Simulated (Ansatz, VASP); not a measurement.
## Cross-check of BeOs3 between VASP and Ansatz

Wanted: the spread between two codes on one cell, functional and k mesh. The cell is invented: As first built, before any earlier steps moved the atoms (in the runner's words): it takes the MgRh3 structure with all of its atoms replaced by other elements, volume scaled by an estimate. It may not be a known or stable phase. The cell is taken from a series of VASP runs on this material, whose earlier steps may have relaxed, scaled or displaced it; both programs get it as it stands.

Calculated with Ansatz 0.2.0; plane waves, with VASP 6.6.1 beside it; relaxation of cell and atoms at PBE.

## 1. Starting point

The structure is orthorhombic, space group Imm2 (No. 44). The conventional cell has a = 2.731 Å, b = 8.700 Å, c = 4.546 Å, α = 90.00°, β = 90.00°, γ = 90.00°. Nearest to Os lie 9 Os at 2.59 to 2.73 Å and 3 Be at 2.60 to 2.77 Å. Nearest to Os lie 4 Be at 2.51 to 2.79 Å and 8 Os at 2.59 to 2.73 Å. Nearest to Be lie 10 Os at 2.51 to 2.79 Å and 2 Be at 2.73 Å. As first built, before any earlier steps moved the atoms (in the runner's words): sites of the MgRh3 structure (space group 44) filled with other elements, volume scaled by an estimate. Farther neighbours are not listed.

## 2. Ansatz: relaxation of cell and atoms, PBE

Ansatz runs on its default PAW (the set named soft_2) files.

The relaxed volume is the usual yardstick between codes: its relative difference is about their pressure difference at one cell divided by the bulk modulus.

Input file input.yaml:

```yaml
crystal:
  lattice:
    - [-1.3656917466, 4.3500070663, 2.273120667]
    - [1.3656917466, -4.3500070663, 2.273120667]
    - [1.3656917466, 4.3500070663, -2.273120667]
  atoms:
    - { symbol: Os, position: [0.7356668091, 0.0016502438, 0.7340165652] }
    - { symbol: Os, position: [0.2676336786, 0.0016502438, 0.2659834348] }
    - { symbol: Os, position: [0.6830547435, 0.6830547435, 0.0] }
    - { symbol: Be, position: [0.1469827588, 0.6469827588, 0.5] }
hamiltonian:
  xc: pbe
  pseudopotentials: { kind: paw }
kpoints:
  mp_grid: { grid: [8, 8, 8] }
scf:
  occupations: { method: fermi_dirac, width: 0.05 }
relax:
  f_tol: 0.01
  max_steps: 60
  cell: { stress_tol: 0.05 }
output:
  forces: true
  stress: true
```

Command:

```sh
$ ansatz run input.yaml --threads 4 --pin off --max-ram 9216MiB --backend cpu --events-out ev --progress --plain --runs-dir out
```

Numbers of over 12 decimals in the logs are rounded to 6 here.

What it wrote:

```text
basis.fft_grid_basis auto: the FFT boxes are laid along the combinations [[1, 1, 0], [0, 1, 1], [0, 0, 1]] of the cell's own vectors, 4.546, 2.731 and 5.095 Å long. The dense box has 32×20×36 points. Along the cell's own vectors, as sized, it would have 36×36×36, 2.02 times as many. Of the 4 symmetry operations that the crystal satisfies within crystal.symmetry.tolerance (time reversal apart; of a slab, those that ke [...]
Engine: ansatz 0.2.0, aarch64-unknown-linux-gnu
Pseudopotentials: kind: paw
Pseudopotential: Os, paw, valence charge 16, recommended cutoff 420 eV (normal), Os.paw.azcp
Pseudopotential: Be, paw, valence charge 2, recommended cutoff 420 eV (normal), Be.paw.azcp
Functional definition: PBE
  parameter kappa = 0.804
  parameter beta = 0.066725
  exchange = pbe_x(kappa = kappa, mu = beta*pi^2/3)
  correlation = pbe_c(beta = beta)
Crystal: 4 atoms, lattice volume = 54.016 Å³
Basis set: ecut = 420 eV, 1061 PW (Γ), FFT grids on a1+a2, a2+a3, a3, exchange–correlation on 64×40×72 points (8 copies of the dense FFT grid, shifted against one another)
Bands: 30, of which v1, the nominal top of the filled ones, is band 25 counted from 1 (24 counted from 0)
Symmetry: 4 space group operations
Space group: Imm2 (ITA 44), of the structure as read, at distance tolerance 3.8e-5 Å
k-points: 95 of 512 (time reversal used)
Non-local potential: Os, projectors of the file, l = 0: 3, l = 1: 2, l = 2: 2, l = 3: 1
Non-local potential: Be, projectors of the file, l = 0: 2, l = 1: 2, l = 2: 1
PAW form: soft (Blöchl's): semilocal exchange-correlation on the pseudo side does not see the compensation charge
PAW one-centre angular grid: Os, 590 points (default); XC on 64 Gauss nodes
PAW one-centre angular grid: Be, 110 points (default); XC on 64 Gauss nodes
Initial density: superposition of atomic densities (neutral atoms: chi_scale 0, normalization atom), corrected by the library's trained network
Initial wavefunctions: pseudopotential atomic-orbital guess
Functional: x = pbe(κ = 0.804, μ = 0.219515), c = pbe(β = 0.066725)
SCF iter   1: F=—  HF=-34245.641305 eV  |F-HF|=—  |Δ(HF+E_count)|=         —  Δρ=1.15e-2  dr2=2.74e-2  ethr=1.77e-3  ⟨swp⟩=5.5  Hψ=10927  notcnv=0
preconditioner: auto → Kerker (q_TF=auto, 2.693 Å⁻¹)  [metal: Δε(μ)=0.006 eV  Ē_g=5.703 eV  σ=0.050 eV  W_gap=0.03  n_scr=18 (ndim 8)  ℏωp=25.8 eV  f_vac=0.000  D(μ)=2.84/eV (n_scr^D=30)]
SCF iter   2: F=—  HF=-34245.641618 eV  |F-HF|=—  |Δ(HF+E_count)|=   3.13e-4  Δρ=6.37e-3  dr2=8.69e-3  ethr=5.49e-5  ⟨swp⟩=1.1  Hψ=3617  notcnv=0
SCF iter   3: F=—  HF=-34245.642105 eV  |F-HF|=—  |Δ(HF+E_count)|=   4.88e-4  Δρ=6.37e-4  dr2=1.71e-4  ethr=1.74e-5  ⟨swp⟩=2.2  Hψ=4082  notcnv=0
SCF iter   4: F=—  HF=-34245.642093 eV  |F-HF|=—  |Δ(HF+E_count)|=   1.23e-5  Δρ=1.18e-4  dr2=8.02e-6  ethr=3.41e-7  ⟨swp⟩=2.0  Hψ=3936  notcnv=0
SCF iter   5: F=—  HF=-34245.642089 eV  |F-HF|=—  |Δ(HF+E_count)|=   4.32e-6  Δρ=4.04e-5  dr2=1.03e-6  ethr=1.60e-8  ⟨swp⟩=2.4  Hψ=4082  notcnv=0
SCF iter   6: F=-34245.642089 eV  HF=-34245.642089 eV  |F-HF|=8.67e-9  |Δ(HF+E_count)|=   1.33e-7  Δρ=8.41e-6  dr2=3.76e-8  ethr=2.00e-10  ⟨swp⟩=2.9  Hψ=10310  notcnv=0
SCF 1 converged in 6 iterations: F = -34245.642089 eV  dr2 = 3.76e-8
  greatest PAW one-centre occupation: 1.000 electrons in one spin orbital (limit 2), on the Os atom at site 1 (counted from 0), in its partial waves of l = 0
relax step   1: F+E_penalty+E_count = -34245.64208865 eV  Δ(F+E_penalty+E_count) = +0.000e0 eV  max|allowed force component| = 1.295e-2 eV/Å  Δτ_max = 0.0000 Å  P = +0.393 GPa  Ω = 54.016 Å³  (6 SCF iters, dr2 threshold 1.00e-7 eV, accepted)
[...]
relax step   2: F+E_penalty+E_count = -34245.64184560 eV  Δ(F+E_penalty+E_count) = +2.431e-4 eV  max|allowed force component| = 1.370e-2 eV/Å  Δτ_max = 0.0010 Å  P = -0.661 GPa  Ω = 54.196 Å³  energy of the carried Pulay correction = -8.539e-5 eV  (6 SCF iters, dr2 threshold 4.00e-7 eV, rejected (line search))
[...]
relax step   3: F+E_penalty+E_count = -34245.64214492 eV  Δ(F+E_penalty+E_count) = -5.627e-5 eV  max|allowed force component| = 8.340e-4 eV/Å  Δτ_max = 0.0004 Å  P = -0.003 GPa  Ω = 54.083 Å³  energy of the carried Pulay correction = -3.173e-5 eV  (6 SCF iters, accepted)
[...]
relax step   4: F+E_penalty+E_count = -34245.64217349 eV  Δ(F+E_penalty+E_count) = -2.857e-5 eV  max|allowed force component| = 8.347e-4 eV/Å  Δτ_max = 0.0000 Å  P = -0.004 GPa  Ω = 54.083 Å³  stress off target by 1.03e-2 GPa  SCF on the basis re-selected at this cell (its energy is not comparable with the rows above)  (7 SCF iters)
basis re-selected at this cell: Δ(F+E_penalty+E_count) = -2.857e-5 eV, ΔP = -0.001 GPa vs the last step (what re-selecting the basis moved, of the pressure what is left beyond the Pulay correction that the steps carried, after the strain that the cell walked since its last selection, with what the two solves' SCF thresholds leave and, on support functions, any second-order correction that the steps lacked; it is no m [...]
SCF converged after 7 iterations
Free energy (F): -34245.642173 eV
Harris-Foulkes:  -34245.642173 eV  (|F-HF|=7.28e-12)
Internal energy: -34245.618833 eV  (E = F + TS)
E sigma→0 (E₀):  -34245.630503 eV
Entropy (-TS):   -0.023341 eV (-5.835 meV/atom)
Fermi energy:    20.814051 eV
--- Per-component energies (eV) ---
  E_band       = -389.452062
  E_kinetic    = 1704.411486
  E_local      = -3524.024128  (includes V_loc(G=0)·N_el)
  E_nonlocal   = -1.035969
  E_hartree    = 1466.323619
  E_xc         = -818.642713
  E_vxc        = -871.332179  (∫ρ·V_xc dr)
  E_paw        = -27095.035271  (= ΣΔE_a)
  E_vpaw       = -630.118306  (= ΣTr[D̂ρ^β])
  E_aug_tail   = -0.000205  (compensation charges beyond the density's cutoff)
  E_ewald      = -5977.615652
  E_smearing   = -0.023341  (= −TS)
  E_closure    = 0.000000  (closes the sum)
  Σ components = -34245.642173   (vs F -34245.642173, Δ=0.00e0)
--- Forces (eV/Å), atoms counted from 1 ---
  atom   1  Os     0.00000000     0.00073066    -0.00024727
  atom   2  Os     0.00000000    -0.00073066    -0.00024727
  atom   3  Os     0.00000000     0.00000000     0.00083471
  atom   4  Be     0.00000000     0.00000000    -0.00034009
  max |Σ_I F_I| component: 7.86e-8 eV/Å
--- Stress (GPa, compression-positive) ---
       -0.002942       0.000000       0.000000
        0.000000       0.001544       0.000000
        0.000000       0.000000      -0.010331
  P = ⅓ Tr σ = -0.0039 GPa (-0.039 kbar)
--- Relaxed structure (3 steps of the walk, 2 accepted, 1 SCFs on fresh bases) ---
  F+E_penalty+E_count = -34245.64217349 eV   max|allowed force component| = 8.347e-4 eV/Å   (the final SCF, on the basis selected at the relaxed cell)
  cell:  # Å, volume = 54.0831 Å³
    - [-1.366342, 4.352057, 2.273774]
    - [1.366342, -4.352057, 2.273774]
    - [1.366342, 4.352057, -2.273774]
  atoms:
    - { symbol: Os, position: [0.735635, 0.00161336, 0.734021] }
    - { symbol: Os, position: [0.267592, 0.00161336, 0.265979] }
    - { symbol: Os, position: [0.683144, 0.683144, 3.024916867252447e-17] }
    - { symbol: Be, position: [0.146967, 0.646967, 0.5] }
```

Wall time 10 s (4 threads of Arm Neoverse V2, shared host); peak memory 0.47 GiB; 40 s of CPU time.

## 3. VASP: relaxation of cell and atoms, PBE

The same cell, functional, mesh and smearing now go to VASP, with its own data sets and cutoff.

Lines of VASP's logs that name or quote its potential files are left out, and so is its time.

Input file INCAR:

```
SYSTEM = BeOs3
PREC = Accurate
ENCUT = 400
EDIFF = 1E-06
NELM = 100
ISMEAR = -1
SIGMA = 0.05
LREAL = .FALSE.
ALGO = Normal
GGA = PE
LORBIT = 11
LWAVE = .FALSE.
LCHARG = .FALSE.
KPAR = 2
IBRION = 2
NSW = 60
ISIF = 3
EDIFFG = -0.01
```

Input file POSCAR:

```
BeOs3
1.0
   -1.3656917466      4.3500070663      2.2731206670
    1.3656917466     -4.3500070663      2.2731206670
    1.3656917466      4.3500070663     -2.2731206670
Os Be
3 1
Direct
    0.7356668091      0.0016502438      0.7340165652
    0.2676336786      0.0016502438      0.2659834348
    0.6830547435      0.6830547435      0.0000000000
    0.1469827588      0.6469827588      0.5000000000
```

Input file KPOINTS:

```
Automatic mesh
0
Gamma
8 8 8
0 0 0
```

PAW data sets: Os and Be (PBE family, release 64).

Command:

```sh
$ mpirun -np 2 vasp_std
```

What it wrote:

```text
[banner, memory and clock lines left out]
running    2 mpi-ranks, on    1 nodes
 distrk:  each k-point on    1 cores,    2 groups
 distr:  one band on    1 cores,    1 groups

 POSCAR found type information on POSCAR OsBe
 POSCAR found :  2 types and       4 ions
 LDA part: xc-table for (Slater+PW92), standard interpolation
 POSCAR, INCAR and KPOINTS ok, starting setup
 FFT: planning ... GRIDC
 FFT: planning ... GRID_SOFT
 FFT: planning ... GRID
 WAVECAR not read
 entering main loop
       N       E                     dE             d eps       ncg     rms          rms(c)
DAV:   1     0.126190851748E+03    0.12619E+03   -0.10502E+04  3230   0.116E+03
DAV:   2    -0.251140353327E+02   -0.15130E+03   -0.14713E+03  3406   0.399E+02
DAV:   3    -0.389561783820E+02   -0.13842E+02   -0.13344E+02  4817   0.797E+01
DAV:   4    -0.393331985029E+02   -0.37702E+00   -0.37502E+00  3896   0.163E+01
DAV:   5    -0.393406603590E+02   -0.74619E-02   -0.74505E-02  4873   0.199E+00    0.271E+01
DAV:   6    -0.371528387146E+02    0.21878E+01   -0.76581E+00  4667   0.180E+01    0.111E+01
DAV:   7    -0.370574888733E+02    0.95350E-01   -0.34140E+00  5231   0.141E+01    0.527E+00
DAV:   8    -0.368108740476E+02    0.24661E+00   -0.17461E+00  5488   0.111E+01    0.211E+00
DAV:   9    -0.367879199761E+02    0.22954E-01   -0.12632E-01  4192   0.271E+00    0.445E-01
DAV:  10    -0.367875007888E+02    0.41919E-03   -0.11505E-02  4926   0.790E-01    0.167E-01
DAV:  11    -0.367871021101E+02    0.39868E-03   -0.27904E-03  5091   0.461E-01    0.507E-02
DAV:  12    -0.367871100074E+02   -0.78973E-05   -0.10678E-04  3530   0.950E-02    0.119E-02
DAV:  13    -0.367871095061E+02    0.50134E-06   -0.95237E-06  4317   0.265E-02
   1 F= -.36787110E+02 E0= -.36775469E+02  d E =-.367871E+02
[...]
2 F= -.36786702E+02 E0= -.36774990E+02  d E =0.407155E-03
[...]
3 F= -.36787159E+02 E0= -.36775500E+02  d E =-.490531E-04
[...]
4 F= -.36787159E+02 E0= -.36775499E+02  d E =-.493743E-04
[...]
5 F= -.36787151E+02 E0= -.36775486E+02  d E =-.419305E-04
[...]
6 F= -.36787158E+02 E0= -.36775497E+02  d E =-.484300E-04
[...]
7 F= -.36787158E+02 E0= -.36775498E+02  d E =-.488898E-04
 curvature:  -0.03 expect dE=-0.645E-06 dE for cont linesearch -0.751E-07
 ZBRENT: accuracy reached
 trial: gam= 0.11635 g(F)=  0.123E-04 g(S)=  0.655E-05 ort =-0.306E-04 (trialstep = 0.855E+00)
 search vector abs. value=  0.175E-04
 bond charge predicted
       N       E                     dE             d eps       ncg     rms          rms(c)
DAV:   1    -0.367871700507E+02   -0.11714E-04   -0.24915E-03  3232   0.323E-01    0.106E-02
DAV:   2    -0.367871683647E+02    0.16860E-05   -0.23788E-05  4831   0.462E-02    0.666E-03
DAV:   3    -0.367871677735E+02    0.59121E-06   -0.72582E-06  3227   0.233E-02
   8 F= -.36787168E+02 E0= -.36775516E+02  d E =-.937758E-05
 trial-energy change:   -0.000009  1 .order   -0.000010   -0.000013   -0.000006
 step:   1.6623(harm=  1.6623)  dis= 0.00086  next Energy=   -36.787171 (dE=-0.127E-04)
 reached required accuracy - stopping structural energy minimisation
```

Parts of OUTCAR (step 3):

```text
ion  position               nearest neighbor table
   1  0.736  0.002  0.734-   3 2.59   3 2.59   4 2.60   2 2.67   2 2.67   2 2.67   2 2.67   3 2.73
                             4 2.77   4 2.77
   2  0.268  0.002  0.266-   3 2.59   3 2.59   4 2.60   1 2.67   1 2.67   1 2.67   1 2.67   3 2.73
                             4 2.77   4 2.77
   3  0.683  0.683  0.000-   4 2.51   4 2.51   2 2.59   2 2.59   1 2.59   1 2.59   1 2.73   2 2.73
                             4 2.79   4 2.79
   4  0.147  0.647  0.500-   3 2.51   3 2.51   2 2.60   1 2.60   1 2.77   1 2.77   2 2.77   2 2.77
                             3 2.79   3 2.79

  LATTYP: Found a body centered orthorhombic cell.
 ALAT       =     2.7313834932
 B/A-ratio  =     1.6644463677
 C/A-ratio  =     3.1852041847

 Subroutine GETGRP returns: Found  4 space group operations
 (whereof  4 operations were pure point group operations)

The static configuration has the point symmetry C_2v.

 Found     95 irreducible k-points:

   k-points           NKPTS =     95   k-points in BZ     NKDIM =     95   number of bands    NBANDS=     17

   dimension x,y,z NGX =    36 NGY =   36 NGZ =   36
   dimension x,y,z NGXF=    72 NGYF=   72 NGZF=   72

   ENCUT  =  400.0 eV  29.40 Ry    5.42 a.u.   8.31  8.31  8.31*2*pi/ulx,y,z

   NELECT =      26.0000    total number of electrons

 k-points in reciprocal lattice and weights: Automatic mesh
   0.00000000  0.00000000  0.00000000       0.002
   0.12500000 -0.00000000  0.00000000       0.008
   0.25000000 -0.00000000  0.00000000       0.008
   0.37500000 -0.00000000  0.00000000       0.008
   0.50000000 -0.00000000  0.00000000       0.004
  -0.00000000  0.12500000  0.00000000       0.008
   0.12500000  0.12500000  0.00000000       0.016
   0.25000000  0.12500000  0.00000000       0.016
   0.37500000  0.12500000  0.00000000       0.016
[...]
-0.37500000 -0.37500000  0.37500000       0.004
   0.50000000  0.50000000  0.50000000       0.002

 average (electrostatic) potential at core
       1 -44.5272       2 -44.5272       3 -44.4116       4 -31.8926

 E-fermi :   7.8047

 k-point     1 :       0.0000    0.0000    0.0000
  band No.  band energies     occupation
    ...
      8       5.9061      2.00000
      9       6.4266      2.00000
     10       6.5507      2.00000
     11       6.6045      2.00000
     12       6.8087      2.00000
     13       8.1291      0.00304
     14       8.1675      0.00141
     15       9.0436      0.00000
     16       9.2471      0.00000
     17       9.3789      0.00000

 k-point     2 :       0.1250   -0.0000    0.0000
  band No.  band energies     occupation
    ...
      8       5.7227      2.00000
      9       6.1405      2.00000
     10       6.2801      2.00000
     11       6.4220      2.00000
     12       6.8785      2.00000
     13       8.1281      0.00310
     14       8.2499      0.00027
     15       8.7514      0.00000
     16       9.3786      0.00000
     17       9.3852      0.00000

 k-point     3 :       0.2500   -0.0000    0.0000
  band No.  band energies     occupation
    ...
      9       5.4747      2.00000
     10       5.9621      2.00000
     11       6.1941      2.00000
     12       6.9404      2.00000
     13       7.3280      1.99986
     14       8.3440      0.00004
     15       8.6303      0.00000
     16       9.2577      0.00000
     17       9.6058      0.00000

  Total       -0.0082894      0.0192110     -0.0267120      0.0000000      0.0000000      0.0000000
  in kB       -0.2456014      0.5691909     -0.7914332      0.0000000      0.0000000      0.0000000
  external PRESSURE =      -0.1559479 kB  Pullay stress =       0.0000000 kB

  energy-cutoff  :      400.00
  volume of cell :       54.08
      direct lattice vectors                 reciprocal lattice vectors
    -1.366456913  4.351686441  2.273469917     0.000000000  0.114897984  0.219928136
     1.366456913 -4.351686441  2.273469917     0.365909818  0.000000000  0.219928136
     1.366456913  4.351686441 -2.273469917     0.365909818  0.114897984  0.000000000

 POSITION                                       TOTAL-FORCE (eV/Angst)
 -----------------------------------------------------------------------------------
     -0.00000      6.38791      0.00766        -0.000000     -0.003833      0.000364
      0.00000      2.31546      0.00766         0.000000      0.003833      0.000364
      0.00000      0.00000      3.10553        -0.000000     -0.000000      0.001014
      1.36646      0.00000      0.66829         0.000000     -0.000000     -0.001742
 -----------------------------------------------------------------------------------
    total drift:                               -0.000000     -0.000000      0.000286

  FREE ENERGIE OF THE ION-ELECTRON SYSTEM (eV)
  ---------------------------------------------------
  free  energy   TOTEN  =       -36.7871677735 eV

  energy  without entropy=      -36.7638641105  energy(sigma->0) =      -36.77551594

 reached required accuracy - stopping structural energy minimisation

 total charge
# of ion       s       p       d       tot
------------------------------------------
    1        0.675   0.732   6.036   7.443
    2        0.675   0.732   6.036   7.443
    3        0.675   0.719   6.066   7.460
    4        0.354   0.539   0.000   0.894
--------------------------------------------------
tot          2.379   2.722  18.138  23.239

[... 3 further parts left out ...]
```

CONTCAR:

```
BeOs3
   1.00000000000000
    -1.3664569132739974    4.3516864410072715    2.2734699165386449
     1.3664569132739974   -4.3516864410072715    2.2734699165386449
     1.3664569132739974    4.3516864410072715   -2.2734699165386449
  Os              Be
     3     1
Direct
     0.7356425760077057    0.0016841506989298    0.7339584252087741
     0.2677257254901557    0.0016841506989298    0.2660415747912259
     0.6829936720830065    0.6829936720830065    0.0000000000000000
     0.1469760164191360    0.6469760164191359    0.5000000000000000
```

The run keeps the 4 symmetry operations of its start, so it cannot find a distortion of lower symmetry.

## 4. Side by side

Known differences besides the potentials themselves: both relaxations stop at a tolerance, which leaves soft axes loose, and VASP keeps its plane-wave basis; the data sets hold 50 valence electrons in Ansatz (default PAW (the set named soft_2) files) and 26 in VASP; the cutoff is 420 eV in Ansatz and 400 eV in VASP; VASP leaves aspherical gradient terms in its spheres out (LASPH is not set), Ansatz keeps them; Ansatz adds a Pulay correction to the stress that steers its cell, VASP none. Total energies have different zeros and are not compared.

Compared:

```tsv
quantity	Ansatz	VASP	difference
volume (Å³)	54.08	54.08	+0.01 %
edge a after relaxation, in the typed setting (Å)	5.097	5.096	+0.01 %
```

The walks stopped with 0.00 GPa left in Ansatz and -0.02 GPa in VASP; each walk ends within a tolerance, so the volume difference is uncertain by about these residues over the bulk modulus, most in soft cells.

## 5. Summary of results

```yaml
difference_in_volume_relaxation_of_cell_and_atoms_pbe: 0.013 %
```

In words: The difference in volume is 0.013 % (relaxation of cell and atoms, PBE), within the 1.2 % picked in this series as the mark of a large difference, as far as the stopping tolerances let one tell. How closely two codes agree says nothing of how well the functional describes the real material.

[Lines on the potential files, build, host, timing and source positions are cut from VASP's logs without a mark.]

[Logs are printed without paths, hosts, clocks, repeated set-up lines and the standing remarks that a program may print on its own settings, such as how far it seeks lower states.]

[Hosts, paths, dates, database ids (printed as entryN), source tags and the programs' standing remarks are cut or masked in the printed files.]
